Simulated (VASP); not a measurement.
ZnO:

```
Zn O
1.0
     3.23735    0.00000    0.00000
    -1.61868    2.80363    0.00000
     0.00000    0.00000    5.22206
Zn O
2 2
Direct
  0.66667 0.33333 0.50059
  0.33333 0.66667 0.00059
  0.66667 0.33333 0.87972
  0.33333 0.66667 0.37972
```

The cell is a database's computed one.

| Property | Result |
| --- | --- |
| Program | VASP 6.6.1 |
| Task | relaxation of cell and atoms |
| Functional | PBE |
| Potentials or basis | VASP PAW PBE potentials, release 64 (Zn, O) |
| Cutoff | 600 eV |
| k mesh | 11 × 11 × 6 |
| Occupations | gaussian, width 0.02 eV |
| Spin | no spin polarisation |

At the start: pressure 6.5 GPa; volume 11.85 Å³/atom.

Q: How do energy, volume and symmetry change on relaxing?

A: Over 3 steps the energy falls by 10.6 meV/atom and the volume is 12.40 Å³/atom (+4.6 %); space group P6_3mc (No. 186, to 0.05 Å).

The path:
```
step  energy change (eV)  largest force (eV/Å)  pressure (GPa)  volume (Å³)
   1              0.0000                0.0020            6.49        47.40
   2             -0.0316                0.0006           -2.88        50.77
   3             -0.0423                0.0009           -0.02        49.58
```

Final structure:
```
CELL_PARAMETERS angstrom
3.28624 0.00000 0.00000
-1.64312 2.84597 0.00000
0.00000 0.00000 5.30169
ATOMIC_POSITIONS crystal
Zn 0.66667 0.33333 0.50058
Zn 0.33333 0.66667 0.00058
O 0.66667 0.33333 0.87973
O 0.33333 0.66667 0.37973
```
